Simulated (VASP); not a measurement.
VASP ran on this input.

**POSCAR**
```
AlP
1.0
  0.0000000000   2.7528190310   2.7528190310
  2.7528190310   0.0000000000   2.7528190310
  2.7528190310   2.7528190310   0.0000000000
Al P
1 1
Cart
  0.0000000000   0.0000000000   0.0000000000
  1.3764095155   1.3764095155   1.3764095155
```

KPOINTS:
```
Automatic mesh
0
Gamma
  8 8 8
0 0 0
```

**INCAR**
```
ALGO=Normal
EDIFF=1E-7
EDIFFG=-0.01
ENCUT=480
GGA=PE
IBRION=2
ISIF=3
ISMEAR=0
LASPH=.True.
LCHARG=.False.
LREAL=.False.
LWAVE=.False.
NELM=100
NSW=40
PREC=Accurate
PSTRESS=100
SIGMA=0.05
SYSTEM=AlP
```

POTCAR, in this order: Al P (PBE.64 set). Program: vasp_std.

Q: Write an equivalent input for Ansatz.

A: One equivalent input (not run):
Ansatz 0.2 input:
```yaml
crystal:
  lattice:
    - [0.0000000, 2.7528190, 2.7528190]
    - [2.7528190, 0.0000000, 2.7528190]
    - [2.7528190, 2.7528190, 0.0000000]
  atoms:
    - { symbol: Al, position: [0.0000000, 0.0000000, 0.0000000] }
    - { symbol: P, position: [0.2500000, 0.2500000, 0.2500000] }
kpoints:
  mp_grid: { grid: [8, 8, 8] }
hamiltonian:
  xc: pbe
  pseudopotentials: { kind: paw }
scf:
  occupations: { method: gaussian, width: 0.05 }
  max_iter: 100
relax:
  max_steps: 40
  f_tol: 0.01
  cell: { p_target: 10 }
output: { forces: true, stress: true, eigenvalues: true }
```
What does not carry over: each code has its own PAW files, so the cut-off isn't converted (ENCUT is set for VASP's; basis.ecutwfc is left out, and Ansatz then takes the one that its files recommend); Ansatz stops its SCF on the density residual and VASP on the energy change (EDIFF).

The compound is AlP in the zinc blende structure. This run relaxes it under an external pressure of 10 GPa. Symmetry was kept, so distortions that lower it aren't found.
